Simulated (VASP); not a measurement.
Here is the system:

```xyz
2
Lattice="0.0000 3.2421 3.2421 3.2421 0.0000 3.2421 3.2421 3.2421 0.0000" Properties=species:S:1:pos:R:3 pbc="T T T"
Sn     3.2421     0.0000     3.2421
Te     3.2421     3.2421     3.2421
```

Computed with RPBE GGA, VASP's PBE PAW potentials (set 64) (plane waves; VASP 6.6.1). Settings: 520 eV cut-off, 8×8×8 Γ-centred mesh, tetrahedra with Blöchl corrections, potentials Sn_d Te.

Unless said otherwise, spin-orbit coupling is left out, though it shifts the bands of the heavy elements here.

### Question
What does the run give for the energy per atom (σ→0), band gap (on the k-mesh) with the smallest direct gap where there is one?

### Answer

- band gap (on the k-mesh): 0.18 eV
- smallest direct gap (on the k-mesh): 0.18 eV
- energy per atom (σ→0): -3.437 eV/atom

The compound is SnTe in the rock salt structure, which distorts at low temperature. It was relaxed first, which changed the volume by +8 %.
